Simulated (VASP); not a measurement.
# CsSi2 (P-6m2) in VASP: settings compared, part 2 of 2

VASP 6.6.1. The steps go on from the part before.

## Step 4: Relaxation of cell and atoms, RPBE

Input file INCAR:

```
SYSTEM = CsSi2
PREC     = Accurate       ! precision mode
ENCUT    = 600            ! plane-wave cutoff, eV
EDIFF    = 1E-6           ! SCF threshold, eV
ISMEAR   = -1             ! smearing method
SIGMA    = 0.05           ! smearing width, eV
LREAL    = .FALSE.        ! projectors in reciprocal space
LASPH    = .TRUE.         ! aspherical terms in the spheres
NELM     = 100            ! most SCF steps
ALGO     = Fast           ! electronic algorithm
ISIF     = 3              ! what is computed and relaxed
LWAVE    = .FALSE.        ! write WAVECAR
LCHARG   = .FALSE.        ! write CHGCAR
GGA      = RP             ! functional
IBRION   = 2              ! ionic algorithm
NSW      = 40             ! ionic steps
EDIFFG   = -0.005         ! ionic threshold
```

Input file KPOINTS:

```
regular mesh
0
G
  5 5 6
  0 0 0
```

Input file POSCAR:

```
CsSi2
1.0
    6.3715700000      0.0000000000      0.0000000000
   -3.1857800000      5.5179400000      0.0000000000
    0.0000000000      0.0000000000      4.4786600000
Cs Si
1 2
Direct
    0.0000000000      0.0000000000      0.0000000000
    0.6666700000      0.3333300000      0.2503900000
    0.6666700000      0.3333300000      0.7496100000
```

Potentials or basis: VASP PAW PBE potentials, release 64 (Cs_sv, Si).

Run with:

```bash
$ cat potpaw_PBE.64/Cs_sv/POTCAR potpaw_PBE.64/Si/POTCAR > POTCAR
$ mpirun -np 1 vasp_std > vasp.out
```

OUTCAR:

```text
SYSTEM = CsSi2
   PREC = Accurate
   ENCUT = 600
   EDIFF = 1E-6
   ISMEAR = -1
   LREAL = .FALSE.
   LASPH = .TRUE.
   NELM = 100
   ISIF = 3
   GGA = RP
   IBRION = 2
   NSW = 40
   EDIFFG = -0.005

 ion  position               nearest neighbor table
   1  0.000  0.000  0.000-
   2  0.667  0.333  0.250-   3 2.24   3 2.24
   3  0.667  0.333  0.750-   2 2.24   2 2.24

  LATTYP: Found a hexagonal cell.
 ALAT       =     6.3715700000
 C/A-ratio  =     0.7029130968

  Lattice vectors:

 A1 = (   6.3715700000,   0.0000000000,   0.0000000000)
 A2 = (  -3.1857800000,   5.5179400000,   0.0000000000)
 A3 = (   0.0000000000,   0.0000000000,   4.4786600000)

Analysis of symmetry for initial positions (statically):
=====================================================================
 Subroutine PRICEL returns:
 Original cell was already a primitive cell.

 Routine SETGRP: Setting up the symmetry group for a
 hexagonal supercell.

 Subroutine GETGRP returns: Found  4 space group operations
 (whereof  4 operations were pure point group operations)
 out of a pool of 24 trial point group operations.

The static configuration has the point symmetry C_2v.

Analysis of symmetry for dynamics (positions and initial velocities):
=====================================================================
[... 349 lines left out ...]

 number of electron      17.0000001 magnetization

 Free energy of the ion-electron system (eV)
  ---------------------------------------------------
  ext. energy  EPLUGINS =         0.00000000
  ---------------------------------------------------
  free energy    TOTEN  =        -9.35426727 eV

  energy without entropy =       -9.35135739  energy(sigma->0) =       -9.35281233

 E-fermi :   0.6340     XC(G=0):  -5.8867

 val. band max:        0.4453435663   @ k =   0.4000   0.4000   0.5000
 cond. band min:       0.8675444227   @ k =   0.4000   0.4000   0.1667
 fundamental gap:      0.4222008564
 Fermi energy:         0.6339725686

 k-point     1 :       0.0000    0.0000    0.0000
  band No.  band energies     occupation
      1     -21.9524      2.00000
      2      -9.1041      2.00000
      3      -8.7457      2.00000
      4      -8.7457      2.00000
      5      -8.6606      2.00000
      6      -3.0595      2.00000
      7      -1.3926      2.00000
      8      -1.3926      2.00000
      9      -0.5812      2.00000
     10       2.0913      0.00000
     11       3.9573      0.00000
     12       4.7515      0.00000
[... 331 lines left out ...]
 k-point    24 :       0.2000    0.2000    0.3333
  band No.  band energies     occupation
      1     -21.9270      2.00000
      2      -9.0299      2.00000
      3      -8.8660      2.00000
      4      -8.7075      2.00000
      5      -8.0923      2.00000
      6      -5.8845      2.00000
      7      -0.7438      2.00000
      8      -0.6044      2.00000
      9       1.5488      0.00000
     10       1.6202      0.00000
     11       3.1572      0.00000
     12       3.9287      0.00000

 [... further k-points ...]

------------------------ aborting loop because EDIFF is reached ----------------------------------------

  FORCE on cell =-STRESS in cart. coord.  units (eV):
  Direction    XX          YY          ZZ          XY          YZ          ZX
  --------------------------------------------------------------------------------------
  -------------------------------------------------------------------------------------
  Total        0.0109307      0.0109247     -0.0110934     -0.0000052      0.0000000      0.0000000
  in kB        0.1076980      0.1076391     -0.1093012     -0.0000509      0.0000000      0.0000000
  external PRESSURE =       0.0353453 kB  Pullay stress =       0.0000000 kB
[... 18 lines left out ...]
  FREE ENERGIE OF THE ION-ELECTRON SYSTEM (eV)
  ---------------------------------------------------
  free  energy   TOTEN  =        -9.3542672743 eV

  energy  without entropy=       -9.3513573851  energy(sigma->0) =       -9.35281233

 reached required accuracy - stopping structural energy minimisation
```

OSZICAR:

```text
N       E                     dE             d eps       ncg     rms          rms(c)
DAV:   1     0.898932725858E+02    0.89893E+02   -0.61865E+03   864   0.118E+03
DAV:   2    -0.515842173538E+00   -0.90409E+02   -0.86732E+02  1324   0.166E+02
DAV:   3    -0.973373363725E+01   -0.92179E+01   -0.91397E+01  1116   0.543E+01
DAV:   4    -0.990931005213E+01   -0.17558E+00   -0.17549E+00  1060   0.976E+00
[... 134 lines left out ...]
  18 F= -.93542672E+01 E0= -.93527976E+01  d E =-.757726E-05
       N       E                     dE             d eps       ncg     rms          rms(c)
DAV:   1    -0.935426903428E+01   -0.17039E-05   -0.40986E-05   956   0.380E-02    0.621E-03
RMM:   2    -0.935426759230E+01    0.14420E-05   -0.17104E-06   477   0.819E-03    0.313E-03
RMM:   3    -0.935426727425E+01    0.31804E-06   -0.20679E-06   553   0.812E-03
  19 F= -.93542673E+01 E0= -.93528123E+01  d E =-.768034E-05
```

Run time: 6 min. Hardware: 1 thread of Intel Xeon 6975P-C (Granite Rapids), shared host; peak memory 0.38 GiB.

Results:

```yaml
Free_energy: -9.3543 eV
Relaxed_volume: 54.20 Å³/atom
Relaxed_cell: a = 6.543 Å, b = 6.543 Å, c = 4.386 Å, α = 90.00°, β = 90.00°, γ = 120.00°
Space_group_after_relaxing_to_0.05_Å: P-6m2 (No. 187)
Energy_gained_by_relaxing: 12.3 meV/atom
Ionic_steps: 19
Pressure_after_relaxing: 0.0 GPa
Band_gap_on_the_k_mesh: none (metal or under the smearing width)
```

Step by step:
```csv
step,energy change (eV),largest force (eV/Å),pressure (GPa),volume (Å³)
1,0.0000,0.1464,-0.09,157.46
2,-0.0271,0.3394,0.29,156.77
3,-0.0271,0.3398,0.29,156.77
4,-0.0300,0.2293,0.50,158.64
5,-0.0321,0.0055,0.40,157.92
6,-0.0349,0.1787,-0.04,161.32
7,-0.0353,0.1331,0.07,160.41
8,-0.0366,0.0489,-0.01,161.88
9,-0.0366,0.0564,-0.01,161.94
10,-0.0369,0.0239,0.06,162.35
11,-0.0369,0.0313,0.04,162.27
12,-0.0369,0.0306,0.01,162.63
13,-0.0370,0.0123,0.01,162.52
14,-0.0370,0.0110,0.01,162.51
15,-0.0370,0.0046,0.02,162.48
16,-0.0370,0.0099,0.02,162.51
17,-0.0370,0.0019,0.00,162.65
18,-0.0370,0.0012,0.00,162.64
19,-0.0370,0.0013,0.00,162.61
```

Final structure:
```
Cs Si
1.0
     6.54289   -0.00003    0.00000
    -3.27146    5.66630    0.00000
     0.00000    0.00000    4.38613
Cs Si
1 2
Direct
  0.00000 0.00000 0.00000
  0.66667 0.33333 0.24999
  0.66667 0.33333 0.75001
```

Caveat: the PAW data sets were made with another functional, which shifts forces and pressure a little. The run has no spin-orbit coupling, so splittings on Cs are missing.

## Step 5: For comparison

An earlier run on the cell as given: functional PBE; potentials or basis VASP PAW PBE potentials, release 64 (Cs_sv, Si); cutoff 520 eV; k mesh 5 × 5 × 6; occupations fermi-dirac, width 0.05 eV; no spin polarisation.

- Pressure: -0.6 GPa
- Largest force: 0.163 eV/Å
- Band gap on the k mesh: none (metal or under the smearing width)

## Step 6: The runs side by side

```tsv
task	level	cell	cutoff (eV)	gap on the mesh (eV)	pressure (GPa)	relaxed volume (Å³/atom)
relaxation of cell and atoms	PBE	relaxed	600	none	0.0	51.35
relaxation of cell and atoms	PBEsol	relaxed	600	none	0.0	48.96
relaxation of cell and atoms	RPBE	relaxed	600	none	0.0	54.20
single point	PBE	as given	520	none	-0.6	-
```

Alike in all rows: potentials or basis VASP PAW PBE potentials, release 64 (Cs_sv, Si); no spin polarisation; k mesh 5 × 5 × 6; smearing fermi-dirac 0.05 eV.

Caveats: the PAW data sets were made with another functional, which shifts forces and pressure a little (some runs).

Total energies depend on the potentials used, so only differences within one code and one set of settings carry meaning.
